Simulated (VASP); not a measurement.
# Sc3Te (Fm-3m) in VASP: a series of runs

The runs below take Sc3Te through relaxation of cell and atoms, with PBE+D2, PBE+D3.

Everything below comes from runs of VASP 6.6.1. Logs are shortened: lines on timing, memory, paths and dates and some standing lists are left out, and cuts for length are marked.

### Step 1. Starting point

Symmetry: Fm-3m, No. 225, cubic system. The conventional cell has a = 7.139 Å, b = 7.139 Å, c = 7.139 Å, α = 90.00°, β = 90.00°, γ = 90.00°. Around Sc (site symmetry -43m) lie 4 Sc at 3.09 Å and 4 Te at 3.09 Å. Sc (site symmetry m-3m) has 8 Sc at 3.09 Å as nearest neighbours. Te (site symmetry m-3m) has 8 Sc at 3.09 Å as nearest neighbours.

The cell was built by a generator and needn't be a form met in nature.

### Step 2. Relaxation of cell and atoms, PBE+D2

INCAR reads:

```
PREC = Accurate
ENCUT = 600
EDIFF = 1E-7
ISMEAR = -1
SIGMA = 0.05
LREAL = F
LASPH = T
NELM = 100
ALGO = Normal
ISIF = 3
LWAVE = F
LCHARG = F
GGA = PE
IVDW = 1
IBRION = 2
NSW = 60
EDIFFG = -0.01
```

KPOINTS reads:

```
Automatic mesh
0
Gamma
  5 5 5
```

POSCAR reads:

```
Sc3Te
1.0
    0.0000000000      3.5695000000      3.5695000000
    3.5695000000      0.0000000000      3.5695000000
    3.5695000000      3.5695000000      0.0000000000
Sc Te
3 1
Direct
    0.2500000000      0.2500000000      0.2500000000
    0.7500000000      0.7500000000      0.7500000000
    0.5000000000      0.5000000000      0.5000000000
    0.0000000000      0.0000000000      0.0000000000
```

Potentials or basis: VASP PAW PBE potentials, release 64 (Sc_sv, Te).

On the command line:

```bash
$ cat potpaw_PBE.64/Sc_sv/POTCAR potpaw_PBE.64/Te/POTCAR > POTCAR
$ mpirun -np 1 vasp_std > vasp.out
```

OUTCAR:

```text
PREC = Accurate
   ENCUT = 600
   EDIFF = 1E-7
   ISMEAR = -1
   LREAL = F
   LASPH = T
   NELM = 100
   ISIF = 3
   GGA = PE
   IVDW = 1
   IBRION = 2
   NSW = 60
   EDIFFG = -0.01
  IVDW =   1

 ion  position               nearest neighbor table
   1  0.250  0.250  0.250-   3 3.09   4 3.09   4 3.09   4 3.09   4 3.09   3 3.09   3 3.09   3 3.09

   2  0.750  0.750  0.750-   3 3.09   4 3.09   3 3.09   3 3.09   3 3.09   4 3.09   4 3.09   4 3.09

   3  0.500  0.500  0.500-   1 3.09   2 3.09   1 3.09   1 3.09   1 3.09   2 3.09   2 3.09   2 3.09

   4  0.000  0.000  0.000-   1 3.09   2 3.09   2 3.09   2 3.09   2 3.09   1 3.09   1 3.09   1 3.09

  LATTYP: Found a face centered cubic cell.
 ALAT       =     7.1390000000

  Lattice vectors:

 A1 = (   0.0000000000,   3.5695000000,   3.5695000000)
 A2 = (   3.5695000000,   0.0000000000,   3.5695000000)
 A3 = (   3.5695000000,   3.5695000000,   0.0000000000)

Analysis of symmetry for initial positions (statically):
=====================================================================
 Subroutine PRICEL returns:
 Original cell was already a primitive cell.

 Routine SETGRP: Setting up the symmetry group for a
 face centered cubic supercell.

 Subroutine GETGRP returns: Found 48 space group operations
 (whereof 48 operations were pure point group operations)
 out of a pool of 48 trial point group operations.

The static configuration has the point symmetry O_h .

Analysis of symmetry for dynamics (positions and initial velocities):
=====================================================================
 Subroutine PRICEL returns:
 Original cell was already a primitive cell.

 Routine SETGRP: Setting up the symmetry group for a
 face centered cubic supercell.

 Subroutine GETGRP returns: Found 48 space group operations
 (whereof 48 operations were pure point group operations)
 out of a pool of 48 trial point group operations.

The dynamic configuration has the point symmetry O_h .

 Subroutine INISYM returns: Found 48 space group operations
 (whereof 48 operations are pure point group operations),
 and found     1 'primitive' translations

----------------------------------------------------------------------------------------

                                     Primitive cell

  volume of cell :      90.9604

  direct lattice vectors                    reciprocal lattice vectors
     0.000000000  3.569500000  3.569500000    -0.140075641  0.140075641  0.140075641
     3.569500000  0.000000000  3.569500000     0.140075641 -0.140075641  0.140075641
     3.569500000  3.569500000  0.000000000     0.140075641  0.140075641 -0.140075641

  length of vectors
     5.048035311  5.048035311  5.048035311     0.242618127  0.242618127  0.242618127

  position of ions in fractional coordinates (direct lattice)
     0.250000000  0.250000000  0.250000000
     0.750000000  0.750000000  0.750000000
     0.500000000  0.500000000  0.500000000
     0.000000000  0.000000000  0.000000000

  ion indices of the primitive-cell ions
   primitive index   ion index
                 1           1
                 2           2
                 3           3
                 4           4

----------------------------------------------------------------------------------------

 KPOINTS: Automatic mesh

Automatic generation of k-mesh.
 Grid dimensions read from file:
 generate k-points for:    5    5    5

 Generating k-lattice:

  Cartesian coordinates                     Fractional coordinates (reciprocal lattice)
    -0.028015128  0.028015128  0.028015128     0.200000000  0.000000000  0.000000000
     0.028015128 -0.028015128  0.028015128     0.000000000  0.200000000  0.000000000
     0.028015128  0.028015128 -0.028015128     0.000000000  0.000000000  0.200000000

  Length of vectors
     0.048523625  0.048523625  0.048523625
[... 51 lines left out ...]
   NUPDOWN=      -1.0000    fix difference up-down
   EMIN   =  10.00;   EMAX   =-10.00  energy-range for DOS
   EFERMI =   0.00;   METHOD = LEGACY
   ISMEAR =    -1;   SIGMA  =   0.05  broadening in eV -4-tet -1-fermi 0-gaus
   EFERMI_NEDOS =   21; number of points for ismear=-14 and -15
   IALGO  =     38    algorithm
   IMIX   =      4    mixing-type and parameters
     AMIX     =   0.40;   BMIX     =  1.00
     AMIX_MAG =   1.60;   BMIX_MAG =  1.00
  volume/ion in A,a.u.               =      22.74       153.46
  Fermi-wavevector in a.u.,A,eV,Ry     =   1.234466  2.332802 20.733990  1.523905
  Thomas-Fermi vector in A             =   2.369155
   LORBIT       =      0    0 simple, 1 ext, 2 COOP (PROOUT), +10 PAW based schemes
   GGA     = PE    functional components
   LHFCALC =     F    Hartree Fock is set to
   AEXX    =    0.0000 exact exchange contribution
   IVDW    =     1    specifies the selected vdW correction
   LEPSILON=     F    determine dielectric tensor
   LRPA    =     F    only Hartree local field effects (RPA)
 conjugate gradient relaxation of ions
 non-spin polarized calculation
  energy-cutoff  :      600.00
  volume of cell :       90.96
 maximum number of plane-waves:      3071
   NGX = 21   NGY = 21   NGZ = 21

--------------------------------------- Ionic step        1  -------------------------------------------

 number of electron      39.0000007 magnetization

 Free energy of the ion-electron system (eV)
  ---------------------------------------------------
  ext. energy  EPLUGINS =         0.00000000
  ---------------------------------------------------
  free energy    TOTEN  =       -22.62746251 eV

  energy without entropy =      -22.57495436  energy(sigma->0) =      -22.60120843

------------------------ aborting loop because EDIFF is reached ----------------------------------------

  DFT-D2 method for vdW energy calculation

  Number of pair interactions contributing to vdW energy:   57644

  Edisp (eV):   -1.46288

  FORCE on cell =-STRESS in cart. coord.  units (eV):
  Direction    XX          YY          ZZ          XY          YZ          ZX
  --------------------------------------------------------------------------------------
  -------------------------------------------------------------------------------------
  Total      -0.17685    -0.17685    -0.17685     0.00000     0.00000    -0.00000
  in kB      -3.11503    -3.11503    -3.11503     0.00000     0.00000    -0.00000
  external pressure =       -3.12 kB  Pullay stress =        0.00 kB

 VOLUME and BASIS-vectors are now :
 -----------------------------------------------------------------------------
  energy-cutoff  :      600.00
  volume of cell :       90.96
      direct lattice vectors                 reciprocal lattice vectors
     0.000000000  3.569500000  3.569500000    -0.140075641  0.140075641  0.140075641
     3.569500000  0.000000000  3.569500000     0.140075641 -0.140075641  0.140075641
     3.569500000  3.569500000  0.000000000     0.140075641  0.140075641 -0.140075641

 POSITION                                       TOTAL-FORCE (eV/Angst)
 -----------------------------------------------------------------------------------
      1.78475      1.78475      1.78475         0.000000      0.000000      0.000000
      5.35425      5.35425      5.35425        -0.000000     -0.000000     -0.000000
      3.56950      3.56950      3.56950        -0.000000     -0.000000      0.000000
      0.00000      0.00000      0.00000        -0.000000     -0.000000      0.000000
 -----------------------------------------------------------------------------------
    total drift:                               -0.000000     -0.000000      0.000000

  FREE ENERGIE OF THE ION-ELECTRON SYSTEM (eV)
  ---------------------------------------------------
  free  energy   TOTEN  =       -24.0903434507 eV

  energy  without entropy=      -24.0378352984  energy(sigma->0) =      -24.06408937

--------------------------------------- Ionic step        2  -------------------------------------------

 number of electron      39.0000007 magnetization

 Free energy of the ion-electron system (eV)
  ---------------------------------------------------
  ext. energy  EPLUGINS =         0.00000000
  ---------------------------------------------------
  free energy    TOTEN  =       -22.62690981 eV

  energy without entropy =      -22.57570437  energy(sigma->0) =      -22.60130709

 E-fermi :   6.5193     XC(G=0): -10.4320

 val. band max:        6.4793718241   @ k =   0.0000   0.0000   0.0000
 cond. band min:       6.5655518198   @ k =   0.2000   0.2000   0.0000
 fundamental gap:      0.0861799957
 Fermi energy:         6.5193372572

 k-point     1 :       0.0000    0.0000    0.0000
  band No.  band energies     occupation
      1     -42.9910      2.00000
      2     -42.9331      2.00000
      3     -42.8667      2.00000
      4     -21.7222      2.00000
      5     -21.7222      2.00000
      6     -21.7222      2.00000
[... 249 lines left out ...]
     22       7.0843      0.00002
     23       7.4053      0.00000

------------------------ aborting loop because EDIFF is reached ----------------------------------------

  DFT-D2 method for vdW energy calculation

  Number of pair interactions contributing to vdW energy:   58124

  Edisp (eV):   -1.46390

  FORCE on cell =-STRESS in cart. coord.  units (eV):
  Direction    XX          YY          ZZ          XY          YZ          ZX
  --------------------------------------------------------------------------------------
  -------------------------------------------------------------------------------------
  Total       0.03499     0.03499     0.03499     0.00000    -0.00000     0.00000
  in kB       0.62027     0.62027     0.62027     0.00000    -0.00000     0.00000
  external pressure =        0.62 kB  Pullay stress =        0.00 kB

 VOLUME and BASIS-vectors are now :
 -----------------------------------------------------------------------------
  energy-cutoff  :      600.00
  volume of cell :       90.38
      direct lattice vectors                 reciprocal lattice vectors
     0.000000000  3.561886526  3.561886526    -0.140375050  0.140375050  0.140375050
     3.561886526  0.000000000  3.561886526     0.140375050 -0.140375050  0.140375050
     3.561886526  3.561886526 -0.000000000     0.140375050  0.140375050 -0.140375050

 POSITION                                       TOTAL-FORCE (eV/Angst)
 -----------------------------------------------------------------------------------
      1.78094      1.78094      1.78094        -0.000000     -0.000000     -0.000000
      5.34283      5.34283      5.34283         0.000000      0.000000      0.000000
      3.56189      3.56189      3.56189         0.000000      0.000000      0.000000
      3.56189      7.12377      3.56189         0.000000      0.000000      0.000000
 -----------------------------------------------------------------------------------
    total drift:                               -0.000000      0.000000      0.000000

  FREE ENERGIE OF THE ION-ELECTRON SYSTEM (eV)
  ---------------------------------------------------
  free  energy   TOTEN  =       -24.0908078968 eV

  energy  without entropy=      -24.0396024619  energy(sigma->0) =      -24.06520518

 reached required accuracy - stopping structural energy minimisation
```

Run time: 67 s. Hardware: 1 thread of Intel Xeon Platinum 8375C at 2.90GHz (Ice Lake), shared host; peak memory 0.25 GiB.

Results:

* Free energy: -24.0908 eV
* Relaxed volume: 22.59 Å³/atom
* Relaxed cell: a = 5.037 Å, b = 5.037 Å, c = 5.037 Å, α = 60.00°, β = 60.00°, γ = 60.00°
* Space group after relaxing (to 0.05 Å): Fm-3m (No. 225)
* Energy gained by relaxing: 0.1 meV/atom
* Ionic steps: 2
* Pressure after relaxing: 0.1 GPa
* Band gap on the k mesh: none (metal or under the smearing width)
* Dispersion energy per atom: -0.366 eV

Step by step:
```tsv
step	energy change (eV)	largest force (eV/Å)	pressure (GPa)	volume (Å³)
1	0.0000	0.0000	-0.31	90.96
2	-0.0005	0.0000	0.06	90.38
```

Final structure:
```
CELL_PARAMETERS angstrom
0.00000 3.56189 3.56189
3.56189 0.00000 3.56189
3.56189 3.56189 0.00000
ATOMIC_POSITIONS crystal
Sc 0.25000 0.25000 0.25000
Sc 0.75000 0.75000 0.75000
Sc 0.50000 0.50000 0.50000
Te 0.00000 0.00000 0.00000
```

Caveat: atom-pairwise D2, TS and ULG terms overbind metals; pairwise dispersion overbinds metals, which lowers pressure and volume. The run has no spin-orbit coupling, so splittings on Te are missing.

### Step 3. Relaxation of cell and atoms, PBE+D3

INCAR: that of step 2 with these lines changed.

```diff
@@ -13,3 +13,3 @@
 GGA = PE
-IVDW = 1
+IVDW = 11
 IBRION = 2
```

KPOINTS is that of step 2.

POSCAR is that of step 2.

Potentials or basis: VASP PAW PBE potentials, release 64 (Sc_sv, Te).

On the command line:

```bash
$ cat potpaw_PBE.64/Sc_sv/POTCAR potpaw_PBE.64/Te/POTCAR > POTCAR
$ mpirun -np 1 vasp_std > vasp.out
```

OUTCAR:

```text
PREC = Accurate
   ENCUT = 600
   EDIFF = 1E-7
   ISMEAR = -1
   LREAL = F
   LASPH = T
   NELM = 100
   ISIF = 3
   GGA = PE
   IVDW = 11
   IBRION = 2
   NSW = 60
   EDIFFG = -0.01
 IVDW          = 11

 ion  position               nearest neighbor table
   1  0.250  0.250  0.250-   3 3.09   4 3.09   4 3.09   4 3.09   4 3.09   3 3.09   3 3.09   3 3.09

   2  0.750  0.750  0.750-   3 3.09   4 3.09   3 3.09   3 3.09   3 3.09   4 3.09   4 3.09   4 3.09

   3  0.500  0.500  0.500-   1 3.09   2 3.09   1 3.09   1 3.09   1 3.09   2 3.09   2 3.09   2 3.09

   4  0.000  0.000  0.000-   1 3.09   2 3.09   2 3.09   2 3.09   2 3.09   1 3.09   1 3.09   1 3.09

  LATTYP: Found a face centered cubic cell.
 ALAT       =     7.1390000000

  Lattice vectors:

 A1 = (   0.0000000000,   3.5695000000,   3.5695000000)
 A2 = (   3.5695000000,   0.0000000000,   3.5695000000)
 A3 = (   3.5695000000,   3.5695000000,   0.0000000000)

Analysis of symmetry for initial positions (statically):
=====================================================================
 Subroutine PRICEL returns:
 Original cell was already a primitive cell.

 Routine SETGRP: Setting up the symmetry group for a
 face centered cubic supercell.

[... 130 lines left out ...]
  Thomas-Fermi vector in A             =   2.369155
   LORBIT       =      0    0 simple, 1 ext, 2 COOP (PROOUT), +10 PAW based schemes
   GGA     = PE    functional components
   LHFCALC =     F    Hartree Fock is set to
   AEXX    =    0.0000 exact exchange contribution
   IVDW    =    11    specifies the selected vdW correction
   LEPSILON=     F    determine dielectric tensor
   LRPA    =     F    only Hartree local field effects (RPA)
 conjugate gradient relaxation of ions
 non-spin polarized calculation
  energy-cutoff  :      600.00
  volume of cell :       90.96
 maximum number of plane-waves:      3071
   NGX = 21   NGY = 21   NGZ = 21

--------------------------------------- Ionic step        1  -------------------------------------------

 number of electron      39.0000007 magnetization

 Free energy of the ion-electron system (eV)
  ---------------------------------------------------
  ext. energy  EPLUGINS =         0.00000000
  ---------------------------------------------------
  free energy    TOTEN  =       -22.62746251 eV

  energy without entropy =      -22.57495436  energy(sigma->0) =      -22.60120843

------------------------ aborting loop because EDIFF is reached ----------------------------------------

 Edisp (eV)   -1.13026

 E8    (eV) :    -0.6151
[... 75 lines left out ...]
--------------------------------------- Ionic step        3  -------------------------------------------

 number of electron      39.0000001 magnetization

 Free energy of the ion-electron system (eV)
  ---------------------------------------------------
  ext. energy  EPLUGINS =         0.00000000
  ---------------------------------------------------
  free energy    TOTEN  =       -22.58912868 eV

  energy without entropy =      -22.54313776  energy(sigma->0) =      -22.56613322

 E-fermi :   6.8873     XC(G=0): -10.6151

 val. band max:        6.8549740948   @ k =   0.0000   0.0000   0.0000
 cond. band min:       6.9320865274   @ k =   0.2000   0.2000   0.0000
 fundamental gap:      0.0771124326
 Fermi energy:         6.8873129993

 k-point     1 :       0.0000    0.0000    0.0000
  band No.  band energies     occupation
      1     -42.5228      2.00000
      2     -42.4445      2.00000
      3     -42.3841      2.00000
      4     -21.2747      2.00000
      5     -21.2747      2.00000
      6     -21.2747      2.00000
[... 284 lines left out ...]
  FREE ENERGIE OF THE ION-ELECTRON SYSTEM (eV)
  ---------------------------------------------------
  free  energy   TOTEN  =       -23.7952266965 eV

  energy  without entropy=      -23.7492357729  energy(sigma->0) =      -23.77223123

 reached required accuracy - stopping structural energy minimisation
```

Wall time 93 s (1 thread of Intel Xeon Platinum 8375C at 2.90GHz (Ice Lake), shared host); peak memory 0.26 GiB.

Results:

```
Free energy                            : -23.7952 eV
Relaxed volume                         : 21.67 Å³/atom
Relaxed cell                           : a = 4.967 Å, b = 4.967 Å, c = 4.967 Å, α = 60.00°, β = 60.00°, γ = 60.00°
Space group after relaxing (to 0.05 Å) : Fm-3m (No. 225)
Energy gained by relaxing              : 9.4 meV/atom
Ionic steps                            : 3
Pressure after relaxing                : 0.0 GPa
Band gap on the k mesh                 : none (metal or under the smearing width)
Dispersion energy per atom             : -0.302 eV
```

Step by step:
```
step  energy change (eV)  largest force (eV/Å)  pressure (GPa)  volume (Å³)
   1              0.0000                0.0000           -2.66        90.96
   2             -0.0367                0.0000            0.44        86.08
   3             -0.0375                0.0000            0.01        86.67
```

Final structure:
```xyz
4
Lattice="0.0000 3.5125 3.5125 3.5125 0.0000 3.5125 3.5125 3.5125 0.0000" Properties=species:S:1:pos:R:3 pbc="T T T"
Sc    1.7562    1.7562    1.7562
Sc    5.2687    5.2687    5.2687
Sc    3.5125    3.5125    3.5125
Te    0.0000    0.0000    0.0000
```

Levels at points of the mesh, in eV from the Fermi level:
```tsv
k point	band 15	band 16	band 17	band 18	band 19	band 20	band 21	band 22	band 23
(0.00, 0.00, 0.00)	-4.27	-4.27	-1.90	-1.45	-1.45	-0.03	-0.03	-0.03	2.33
```

Caveat: pairwise dispersion overbinds metals, which lowers pressure and volume. Spin-orbit coupling is left out, which matters for the levels of Te.

### Step 4. The reference run

An earlier run on the cell as given: functional PBE; potentials or basis VASP PAW PBE potentials, release 64 (Sc_sv, Te); cutoff 520 eV; k mesh 7 × 7 × 7; occupations fermi-dirac, width 0.05 eV; no spin polarisation.

* Pressure: 0.1 GPa
* Band gap on the k mesh: none (metal or under the smearing width)

### Step 5. Summary

| task | level | cell | k mesh | cutoff (eV) | gap on the mesh (eV) | pressure (GPa) | relaxed volume (Å³/atom) |
| --- | --- | --- | --- | --- | --- | --- | --- |
| relaxation of cell and atoms | PBE+D2 | relaxed | 5 × 5 × 5 | 600 | none | 0.1 | 22.59 |
| relaxation of cell and atoms | PBE+D3 | relaxed | 5 × 5 × 5 | 600 | none | 0.0 | 21.67 |
| single point | PBE | as given | 7 × 7 × 7 | 520 | none | 0.1 | - |

Alike in all rows: potentials or basis VASP PAW PBE potentials, release 64 (Sc_sv, Te); no spin polarisation; smearing fermi-dirac 0.05 eV.

Caveats: pairwise dispersion overbinds metals, which lowers pressure and volume (some runs); atom-pairwise D2, TS and ULG terms overbind metals (some runs).

Total energies depend on the potentials used, so only differences within one code and one set of settings carry meaning.
